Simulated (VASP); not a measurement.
Given:

```
CdO
1.0
    3.32844     0.00000     0.00000
    0.00000     4.70712     0.00000
    0.00000     0.00000    25.00804
Cd O
6 6
Direct
  0.00000   0.00000   0.33706
  0.50000   0.50000   0.39760
  0.00000   0.00000   0.46792
  0.50000   0.50000   0.53208
  0.00000   0.00000   0.60240
  0.50000   0.50000   0.66294
  0.50000   0.00000   0.39902
  0.00000   0.50000   0.33678
  0.50000   0.00000   0.53272
  0.00000   0.50000   0.46728
  0.50000   0.00000   0.66322
  0.00000   0.50000   0.60098
```

These are PBEsol GGA, VASP's PBE PAW potentials (set 64) (plane waves; VASP) values and carry that method's errors. Run with PREC = Normal, 450 eV cut-off, 6×4×1 Γ-centred mesh, Gaussian smearing of 0.050 eV, potentials Cd O.

Task: Predict the energy per atom (σ→0), band gap (on the k-mesh) with the smallest direct gap where there is one.

Result: 
```yaml
band gap (on the k-mesh): none (metal, semimetal or under 0.01 eV)
energy per atom (σ→0): -4.035 eV/atom
```

The cell is a thin slab with vacuum, built from CdO (rock salt): (110) face.
